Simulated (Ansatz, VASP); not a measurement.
# BPd3C in two plane-wave programs, part 2 of 2

Aim: how closely do two programs agree when they are given the same cell, functional and k mesh? The cell is generated by rule, not measured, and may not be a known phase. The cell is taken from a series of runs on this material, whose earlier steps may have relaxed, scaled, displaced or heated it; both programs get it as it stands.

VASP 6.6.1 and Ansatz 0.2.0.

So far: Starting point; VASP: relaxation of cell and atoms, PBEsol, pair 1; Ansatz: relaxation of cell and atoms, PBEsol, pair 1.

**4. Differences**

Known differences besides the potentials themselves: the data sets hold 61 valence electrons in Ansatz (on its default PAW (the set named soft_2) files) and 37 in VASP; the cutoff is 420 eV in Ansatz and 600 eV in VASP; Ansatz makes its cores anew for this functional, VASP keeps those of its PBE data sets; Ansatz adds a Pulay correction to the stress that steers its cell, VASP none. Total energies have different zeros and are not compared.

The two programs side by side:

```csv
quantity,Ansatz,VASP,difference
volume (Å³),64.20,64.21,-0.01 %
"edge a after relaxation, in the typed setting (Å)",4.004,4.004,+0.00 %
```

**5. VASP: relaxation of cell and atoms, PBEsol, pair 2**

The relaxed volume is the usual yardstick between codes: in a stiff, nearly cubic crystal its relative difference is about their pressure difference at one cell divided by the bulk modulus. Its start cell is another than that of the pair before, and may be another structure of the material.

INCAR

```
SYSTEM = BPd3C
PREC = Accurate
ENCUT = 600
EDIFF = 1E-07
NELM = 120
ISMEAR = 1
SIGMA = 0.15
LREAL = .FALSE.
ALGO = Normal
GGA = PS
NBANDS = 24
LASPH = .TRUE.
LORBIT = 11
LWAVE = .FALSE.
LCHARG = .FALSE.
ISIF = 3
IBRION = 2
NSW = 80
EDIFFG = -0.005
GGA_COMPAT = .FALSE.
NELMIN = 4
KPAR = 2
```

POSCAR

```
BPd3C
1.0
    4.2256490000      0.0000000000      0.0000000000
    0.0000000000      4.2256490000      0.0000000000
    0.0000000000      0.0000000000      3.9514400000
B Pd C
1 3 1
Direct
    0.0000000000      0.0000000000      0.5000000000
    0.5000000000      0.5000000000      0.0000000000
    0.5000000000      0.0000000000      0.5000000000
    0.0000000000      0.5000000000      0.5000000000
    0.5000000000      0.5000000000      0.5000000000
```

KPOINTS

```
Automatic mesh
0
Gamma
8 8 8
0 0 0
```

PAW data sets: B, Pd and C (PBE family, release 64).

Launch:

```bash
> mpirun -np 2 vasp_std
```

Numbers of over 12 decimals in the logs are rounded to 6 here.

Log:

```text
[banner, memory and clock lines left out]
running    2 mpi-ranks, on    1 nodes
[...]
[... a notice as in an earlier step ...]

 LDA part: xc-table for (Slater+PW92), standard interpolation
 POSCAR, INCAR and KPOINTS ok, starting setup
[...]
entering main loop
       N       E                     dE             d eps       ncg     rms          rms(c)
DAV:   1     0.239302877594E+03    0.23930E+03   -0.19976E+04  3600   0.163E+03
DAV:   2    -0.246122958998E+02   -0.26392E+03   -0.25400E+03  4232   0.337E+02
DAV:   3    -0.344785752476E+02   -0.98663E+01   -0.97007E+01  4280   0.664E+01
DAV:   4    -0.346286580797E+02   -0.15008E+00   -0.14990E+00  4088   0.848E+00
[...]
DAV:  15    -0.314250129617E+02   -0.15521E-06   -0.75234E-07  4160   0.693E-03    0.201E-03
DAV:  16    -0.314250128456E+02    0.11608E-06   -0.12848E-07  2736   0.266E-03    0.339E-04
DAV:  17    -0.314250128549E+02   -0.92964E-08   -0.14033E-08  2160   0.758E-04
   1 F= -.31425013E+02 E0= -.31424563E+02  d E =-.314250E+02
[...]
DAV:   3    -0.314250320021E+02    0.48800E-04   -0.26787E-04  4240   0.184E-01    0.257E-02
DAV:   4    -0.314250233923E+02    0.86098E-05   -0.19077E-05  4184   0.565E-02    0.113E-02
DAV:   5    -0.314250207202E+02    0.26720E-05   -0.62118E-06  4072   0.200E-02    0.303E-03
DAV:   6    -0.314250207000E+02    0.20233E-07   -0.26671E-07  3480   0.407E-03
   2 F= -.31425021E+02 E0= -.31424567E+02  d E =-.784508E-05
 trial-energy change:   -0.000008  1 .order   -0.000008   -0.000031    0.000014
 step:   0.6726(harm=  0.6897)  dis= 0.00000  next Energy=   -31.425023 (dE=-0.101E-04)
[...]
N       E                     dE             d eps       ncg     rms          rms(c)
DAV:   1    -0.314250383198E+02   -0.17600E-04   -0.45937E-04  3656   0.160E-01    0.297E-02
DAV:   2    -0.314250285956E+02    0.97242E-05   -0.12641E-04  4408   0.954E-02    0.177E-02
DAV:   3    -0.314250236495E+02    0.49460E-05   -0.29134E-05  4232   0.608E-02    0.842E-03
DAV:   4    -0.314250230090E+02    0.64051E-06   -0.20176E-06  4168   0.183E-02    0.371E-03
DAV:   5    -0.314250229491E+02    0.59895E-07   -0.66020E-07  3952   0.651E-03
   3 F= -.31425023E+02 E0= -.31424570E+02  d E =-.100942E-04
[...]
reached required accuracy - stopping structural energy minimisation
```

OUTCAR, selected parts (step 5):

```text
  Total       -0.0083516     -0.0083516     -0.0189877      0.0000000      0.0000000      0.0000000
  in kB       -0.1895999     -0.1895999     -0.4310653      0.0000000      0.0000000      0.0000000
  external PRESSURE =      -0.2700884 kB  Pullay stress =       0.0000000 kB

 POSITION                                       TOTAL-FORCE (eV/Angst)
 -----------------------------------------------------------------------------------
      0.00000     -0.00000      1.97532         0.000000      0.000000      0.000000
      2.11328      2.11328      0.00000         0.000000     -0.000000      0.000000
      2.11328     -0.00000      1.97532         0.000000      0.000000      0.000000
      0.00000      2.11328      1.97532         0.000000     -0.000000      0.000000
      2.11328      2.11328      1.97532         0.000000      0.000000      0.000000
 -----------------------------------------------------------------------------------
    total drift:                                0.000000      0.000000      0.000000

  FREE ENERGIE OF THE ION-ELECTRON SYSTEM (eV)
  ---------------------------------------------------
  free  energy   TOTEN  =       -31.4250229491 eV

  energy  without entropy=      -31.4236644515  energy(sigma->0) =      -31.42457012

[... 1 part as in an earlier step ...]

[... 3 further parts left out ...]
[key lines of the parts left out:]
E-fermi :   7.1952
```

**6. Ansatz: relaxation of cell and atoms, PBEsol, pair 2**

The same cell, functional, mesh and smearing now go to Ansatz, which takes its cutoff from its data sets.

The cell is taken from a series of runs on this material, whose earlier steps may have relaxed, scaled, displaced or heated it; both programs get it as it stands.

input.yaml

```yaml
crystal:
  lattice:
    - [4.225649461, 0.0, 0.0]
    - [0.0, 4.225649461, 0.0]
    - [0.0, 0.0, 3.9514397142]
  atoms:
    - { symbol: B, position: [0.0, 0.0, 0.5] }
    - { symbol: Pd, position: [0.5, 0.5, 0.0] }
    - { symbol: Pd, position: [0.5, 0.0, 0.5] }
    - { symbol: Pd, position: [0.0, 0.5, 0.5] }
    - { symbol: C, position: [0.5, 0.5, 0.5] }
kpoints:
  mp_grid: { grid: [8, 8, 8] }
hamiltonian:
  xc: pbesol
scf:
  occupations: { method: methfessel_paxton, width: 0.15 }
output:
  forces: true
  stress: true
  eigenvalues: true
relax:
  adjacent_minimum: "off"
  f_tol: 0.001
  max_steps: 60
  cell: { stress_tol: 0.01 }
```

Launch:

```bash
> ansatz run input.yaml --threads 8 --pin off --max-ram 14336MiB --backend cpu --events-out ev --progress --plain --runs-dir out
```

Log:

```text
[...]
Crystal: 5 atoms, lattice volume = 70.557 Å³
Basis set: ecut = 420 eV, 1353 PW (Γ), exchange–correlation on 60×60×54 points (8 copies of the dense FFT grid, shifted against one another)
Bands: 37, of which v1, the nominal top of the filled ones, is band 31 counted from 1 (30 counted from 0)
Symmetry: 16 space group operations
[...]
k-points: 75 of 512
[...]
--- Relaxed structure (1 steps of the walk, 1 accepted, 1 SCFs on fresh bases) ---
[...]
cell:  # Å, volume = 70.5574 Å³
    - [4.225649461, 0.0, 0.0]
    - [0.0, 4.225649461, 0.0]
    - [0.0, 0.0, 3.9514397142]
  atoms:
    - { symbol: B, position: [0.0, 0.0, 0.5] }
    - { symbol: Pd, position: [0.5, 0.5, 0.0] }
    - { symbol: Pd, position: [0.5, 0.0, 0.5] }
    - { symbol: Pd, position: [0.0, 0.5, 0.5] }
    - { symbol: C, position: [0.5, 0.5, 0.5] }
[key lines of the parts left out:]
SCF converged after 5 iterations
Free energy (F): -21116.162541 eV
Fermi energy:    14.095298 eV
P = ⅓ Tr σ = 0.0000 GPa (0.000 kbar)
```

**7. Comparison**

What differs besides the data sets and the points named for the pairs above, as far as they apply: the data sets hold 61 valence electrons in Ansatz (on its default PAW (the set named soft_2) files) and 37 in VASP. Total energies have different zeros and are not compared.

Both answers:

```csv
quantity,Ansatz,VASP,difference
volume (Å³),70.56,70.57,-0.02 %
"edge a after relaxation, in the typed setting (Å)",4.226,4.227,-0.02 %
"edge c after relaxation, in the typed setting (Å)",3.951,3.951,+0.02 %
```

**8. VASP: relaxation of cell and atoms, PBEsol, pair 3**

The relaxed volume is the usual yardstick between codes: in a stiff, nearly cubic crystal its relative difference is about their pressure difference at one cell divided by the bulk modulus.

INCAR is that of step 5.

POSCAR

```
BPd3C
1.0
    3.9917870000      0.0000000000      0.0000000000
    0.0000000000      3.9917870000      0.0000000000
    0.0000000000      0.0000000000      4.3600680000
B Pd C
1 3 1
Direct
    0.0000000000      0.0000000000      0.7468977548
    0.0000000000      0.5000000000      0.5679688941
    0.5000000000      0.5000000000      0.0099553493
    0.5000000000      0.0000000000      0.5679688941
    0.5000000000      0.5000000000      0.4465797322
```

KPOINTS is that of step 5.

Launch:

```bash
> mpirun -np 2 vasp_std
```

Log:

```text
[... set-up lines as in an earlier step ...]
 entering main loop
       N       E                     dE             d eps       ncg     rms          rms(c)
DAV:   1     0.237666975838E+03    0.23767E+03   -0.20034E+04  3600   0.163E+03
DAV:   2    -0.244979977663E+02   -0.26216E+03   -0.25224E+03  4104   0.338E+02
DAV:   3    -0.345066224824E+02   -0.10009E+02   -0.98492E+01  4376   0.667E+01
DAV:   4    -0.346633093131E+02   -0.15669E+00   -0.15662E+00  4048   0.877E+00
[...]
DAV:  15    -0.314979381525E+02   -0.29676E-06   -0.64934E-07  4472   0.680E-03    0.183E-03
DAV:  16    -0.314979380442E+02    0.10831E-06   -0.61338E-08  2448   0.271E-03    0.371E-04
DAV:  17    -0.314979380259E+02    0.18250E-07   -0.12487E-08  2168   0.846E-04
   1 F= -.31497938E+02 E0= -.31498806E+02  d E =-.314979E+02
[... from here on, the cycles between the ionic steps are left out ...]
   2 F= -.31498044E+02 E0= -.31498926E+02  d E =-.105660E-03
   3 F= -.31498068E+02 E0= -.31498946E+02  d E =-.129584E-03
   4 F= -.31498143E+02 E0= -.31499024E+02  d E =-.755521E-04
   5 F= -.31498172E+02 E0= -.31499054E+02  d E =-.104869E-03
   6 F= -.31498175E+02 E0= -.31499057E+02  d E =-.107714E-03
   7 F= -.31498196E+02 E0= -.31499073E+02  d E =-.203787E-04
   8 F= -.31498199E+02 E0= -.31499078E+02  d E =-.241481E-04
[...]
reached required accuracy - stopping structural energy minimisation
```

OUTCAR, selected parts (step 8):

```text
  Total       -0.0060091     -0.0060091      0.0068262      0.0000000      0.0000000     -0.0000000
  in kB       -0.1386970     -0.1386970      0.1575574      0.0000000      0.0000000     -0.0000000
  external PRESSURE =      -0.0399455 kB  Pullay stress =       0.0000000 kB

 POSITION                                       TOTAL-FORCE (eV/Angst)
 -----------------------------------------------------------------------------------
      0.00000     -0.00000      3.25873         0.000000     -0.000000      0.003802
      0.00000      1.99608      2.47318        -0.000000      0.000000     -0.004468
      1.99608      1.99608      0.03801         0.000000     -0.000000      0.003494
      1.99608     -0.00000      2.47318        -0.000000      0.000000     -0.004468
      1.99608      1.99608      1.94598         0.000000     -0.000000      0.001640
 -----------------------------------------------------------------------------------
    total drift:                                0.000000      0.000000      0.000231

  FREE ENERGIE OF THE ION-ELECTRON SYSTEM (eV)
  ---------------------------------------------------
  free  energy   TOTEN  =       -31.4981994716 eV

  energy  without entropy=      -31.5008361263  energy(sigma->0) =      -31.49907836

[... 2 parts as in an earlier step ...]

[... 2 further parts left out ...]
[key lines of the parts left out:]
E-fermi :   7.7178
```

The run keeps the 8 symmetry operations of its start, so it cannot find a distortion of lower symmetry.

**9. Ansatz: relaxation of cell and atoms, PBEsol, pair 3**

The same cell, functional, mesh and smearing now go to Ansatz, which takes its cutoff from its data sets.

The cell is taken from a series of runs on this material, whose earlier steps may have relaxed, scaled, displaced or heated it; both programs get it as it stands.

input.yaml, the sections that differ from step 6:

```yaml
crystal:
  lattice:
    - [3.9917865663, 0.0, 0.0]
    - [0.0, 3.9917865663, 0.0]
    - [0.0, 0.0, 4.3600681043]
  atoms:
    - { symbol: B, position: [0.0, 0.0, 0.7468977353] }
    - { symbol: Pd, position: [0.0, 0.5, 0.5679688862] }
    - { symbol: Pd, position: [0.5, 0.5, 0.0099552393] }
    - { symbol: Pd, position: [0.5, 0.0, 0.5679688862] }
    - { symbol: C, position: [0.5, 0.5, 0.4465797454] }
# kpoints, hamiltonian, scf, output, relax: as in step 6
```

Launch:

```bash
> ansatz run input.yaml --threads 8 --pin off --max-ram 14336MiB --backend cpu --events-out ev --progress --plain --runs-dir out
```

Log:

```text
[...]
Crystal: 5 atoms, lattice volume = 69.475 Å³
Basis set: ecut = 420 eV, 1351 PW (Γ), exchange–correlation on 54×54×60 points (8 copies of the dense FFT grid, shifted against one another)
Bands: 37, of which v1, the nominal top of the filled ones, is band 31 counted from 1 (30 counted from 0)
Symmetry: 8 space group operations
[...]
k-points: 75 of 512 (time reversal used)
[...]
--- Relaxed structure (2 steps of the walk, 2 accepted, 1 SCFs on fresh bases) ---
[...]
cell:  # Å, volume = 69.4768 Å³
    - [3.991696, 0.0, 0]
    - [0.0, 3.991696, 0.0]
    - [0, 0.0, 4.360388]
  atoms:
    - { symbol: B, position: [0, 0.0, 0.746900] }
    - { symbol: Pd, position: [0, 0.5, 0.567970] }
    - { symbol: Pd, position: [0.5, 0.5, 0.00996365] }
    - { symbol: Pd, position: [0.5, 0.0, 0.567970] }
    - { symbol: C, position: [0.5, 0.5, 0.446566] }
[key lines of the parts left out:]
SCF converged after 7 iterations
Free energy (F): -21116.230852 eV
Fermi energy:    14.710781 eV
P = ⅓ Tr σ = -0.0010 GPa (-0.010 kbar)
```

**10. Side by side**

What differs besides the data sets and the points named for the pairs above, as far as they apply: the data sets hold 61 valence electrons in Ansatz (on its default PAW (the set named soft_2) files) and 37 in VASP. Total energies have different zeros and are not compared.

Both answers:

```csv
quantity,Ansatz,VASP,difference
volume (Å³),69.48,69.41,+0.09 %
"edge a after relaxation, in the typed setting (Å)",3.992,3.992,-0.01 %
"edge c after relaxation, in the typed setting (Å)",4.360,4.356,+0.11 %
```

**11. Outcome**

- difference in volume (relaxation of cell and atoms, PBEsol, pair 1): -0.0078 %
- difference in edge a after relaxation, in the typed setting (relaxation of cell and atoms, PBEsol, pair 2): -0.024 %
- difference in edge c after relaxation, in the typed setting (relaxation of cell and atoms, PBEsol, pair 3): 0.11 %

The difference in edge c after relaxation, in the typed setting is 0.11 % (relaxation of cell and atoms, PBEsol, pair 3), within the 1.2 % picked in this series as the mark of a large difference, as far as the stopping tolerances let one tell. The data sets hold unlike numbers of valence electrons (61 in Ansatz and 37 in VASP), so part of the differences comes from the potentials. 3 further runs of this series are not shown here. Such differences can come from data sets, numerical settings and the points named under the comparisons, not from the functional's error against experiment.

[Lines on the potential files, build, host, timing and source positions are cut from VASP's logs without a mark.]

[Logs are printed without paths, hosts, clocks, repeated set-up lines and the standing remarks that a program may print on its own settings, such as how far it seeks lower states.]

[Hosts, paths, dates, database ids (printed as entryN), source tags and the programs' standing remarks are cut or masked in the printed files.]
